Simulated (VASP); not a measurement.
# Zn3Sb under changes of volume

One of the cells (18.710 Å³/atom); the others are scaled copies at fixed shape and fractional positions:

```
CELL_PARAMETERS angstrom
-2.08622 2.08622 4.29889
2.08622 -2.08622 4.29889
2.08622 2.08622 -4.29889
ATOMIC_POSITIONS crystal
Sb 0.00000 0.00000 0.00000
Zn 0.50000 0.50000 0.00000
Zn 0.25000 0.75000 0.50000
Zn 0.75000 0.25000 0.50000
```

The cell comes from a database or a generator and needn't be the stable form of this composition.

```yaml
Program: VASP 6.6.1
Functional: PBE
Potentials_or_basis: VASP PAW PBE potentials, release 64 (Sb, Zn)
Cutoff: 520 eV
k_mesh: 9 × 9 × 9
Occupations: fermi-dirac, width 0.05 eV
Spin: no spin polarisation
```

```csv
volume (Å³/atom),energy over the lowest point (meV/atom),pressure (GPa)
17.243,42.41,7.9
17.609,?,?
17.976,14.92,4.3
18.710,1.97,1.5
19.077,0.00,0.3
19.444,0.63,-0.8
```

Question: What does the run at 17.609 Å³/atom give?

Answer: Energy over the lowest point 26.63 meV/atom; pressure 6.0 GPa.

Worked out: A Birch-Murnaghan fit of order 3 (a polynomial in V^(-2/3)) to the other rows has its minimum at 19.17 Å³/atom with B0 = V·E''(V) = 57 GPa and B' = 4.9 at fixed shape and positions, which overstates the stiffness. It gives 26.65 meV/atom at 17.609 Å³/atom, against the run's 26.63, and -dE/dV = 6.0 GPa, against 6.0.

Energies are extrapolated to zero smearing.
